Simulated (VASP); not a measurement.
Level of theory: PW91 GGA, VASP's PBE PAW potentials (set 64) (plane waves; VASP).

A VASP calculation is set up with these files.

File POSCAR:
```
ZrB2
1
    1.5850306820    -2.7453541429     0.0000000000
    1.5850306820     2.7453541429     0.0000000000
   -0.0000000000    -0.0000000000     3.5525858828
Zr B
1 2
Direct
  0.0000000000   0.0000000000   0.0000000000
  0.3333330000   0.6666670000   0.5000000000
  0.6666670000   0.3333330000   0.5000000000
```

### KPOINTS
```
Regular mesh
0
G
12 12 10
```

**INCAR**
```
SYSTEM = ZrB2
PREC = Accurate; ENCUT = 520; LREAL = .FALSE.
LASPH = .TRUE.
EDIFF = 1E-7; NELM = 100; ALGO = Normal
LMAXMIX = 4
ISMEAR = -5
GGA = 91
ISIF = 2
LWAVE = .FALSE.; LCHARG = .TRUE.; LORBIT = 11
NEDOS = 601
LEFG = .TRUE.
```

POTCAR, in this order: Zr_sv B (PBE.64 set). Program: vasp_std.

Output

**OSZICAR**
```
       N       E                     dE             d eps       ncg     rms          rms(c)
DAV:   1     0.111420368568E+03    0.11142E+03   -0.99652E+03  2964   0.139E+03
DAV:   2    -0.218823662983E+02   -0.13330E+03   -0.12961E+03  3424   0.338E+02
DAV:   3    -0.274946771304E+02   -0.56123E+01   -0.55703E+01  4753   0.604E+01
DAV:   4    -0.276392196786E+02   -0.14454E+00   -0.14475E+00  3823   0.876E+00
DAV:   5    -0.276424542378E+02   -0.32346E-02   -0.32430E-02  4502   0.108E+00    0.213E+01
DAV:   6    -0.249165907212E+02    0.27259E+01   -0.80696E+00  3580   0.200E+01    0.855E+00
DAV:   7    -0.248870606060E+02    0.29530E-01   -0.91292E-01  4565   0.623E+00    0.306E+00
DAV:   8    -0.248896560437E+02   -0.25954E-02   -0.10088E-01  3607   0.292E+00    0.820E-01
DAV:   9    -0.248860558390E+02    0.36002E-02   -0.18999E-02  3773   0.113E+00    0.150E-01
DAV:  10    -0.248860461321E+02    0.97069E-05   -0.10470E-03  3827   0.301E-01    0.441E-02
DAV:  11    -0.248860514762E+02   -0.53441E-05   -0.32396E-05  3760   0.672E-02    0.135E-02
DAV:  12    -0.248860550855E+02   -0.36092E-05   -0.23258E-06  3911   0.156E-02    0.398E-03
DAV:  13    -0.248860563508E+02   -0.12653E-05   -0.33733E-07  3499   0.527E-03    0.122E-03
DAV:  14    -0.248860561261E+02    0.22473E-06   -0.22096E-08  1887   0.162E-03    0.365E-04
DAV:  15    -0.248860561231E+02    0.29768E-08   -0.29732E-09  1812   0.553E-04
   1 F= -.24886056E+02 E0= -.24886056E+02  d E =0.000000E+00
```

File OUTCAR:
```
------------------------ aborting loop because EDIFF is reached ----------------------------------------
  FORCE on cell =-STRESS in cart. coord.  units (eV):
  Direction    XX          YY          ZZ          XY          YZ          ZX
  --------------------------------------------------------------------------------------
  Total        0.0867712      0.0867713     -0.0650407      0.0000000      0.0000000      0.0000000
  in kB        4.4965118      4.4965133     -3.3704298      0.0000000      0.0000000      0.0000000
  external PRESSURE =       1.8741984 kB  Pullay stress =       0.0000000 kB
  volume of cell :       30.92
      direct lattice vectors                 reciprocal lattice vectors
     1.585030682 -2.745354143  0.000000000     0.315451307 -0.182125866  0.000000000
     1.585030682  2.745354143  0.000000000     0.315451307  0.182125866  0.000000000
     0.000000000  0.000000000  3.552585883     0.000000000  0.000000000  0.281485102
 POSITION                                       TOTAL-FORCE (eV/Angst)
 -----------------------------------------------------------------------------------
      0.00000      0.00000      0.00000         0.000000     -0.000000     -0.000000
      1.58503      0.91512      1.77629         0.000000      0.000000     -0.000000
      1.58503     -0.91512      1.77629        -0.000000     -0.000000      0.000000
 -----------------------------------------------------------------------------------
    total drift:                               -0.000000     -0.000000      0.000000
  FREE ENERGIE OF THE ION-ELECTRON SYSTEM (eV)
  ---------------------------------------------------
  free  energy   TOTEN  =       -24.8860561231 eV

  energy  without entropy=      -24.8860561231  energy(sigma->0) =      -24.88605612

 total charge

# of ion       s       p       d       tot
------------------------------------------
    1        2.167   6.027   1.772   9.966
    2        0.664   1.240   0.000   1.905
    3        0.664   1.240   0.000   1.905
--------------------------------------------------
tot          3.496   8.507   1.772  13.775

 Electric field gradients after diagonalization (V/A^2)
 (convention: |V_zz| > |V_xx| > |V_yy|)
----------------------------------------------------------------------
 ion       V_xx      V_yy      V_zz     asymmetry (V_yy - V_xx)/ V_zz
----------------------------------------------------------------------
   1     -21.241   -21.237    42.478       0.000
   2      -1.101    -1.101     2.203       0.000
   3      -1.101    -1.101     2.203       0.000
```
(Selected blocks of OUTCAR.)

For a metal the tetrahedron method with Blöchl corrections gives inexact stress and forces.

The compound is ZrB2 in the AlB2 type structure. It was relaxed first.
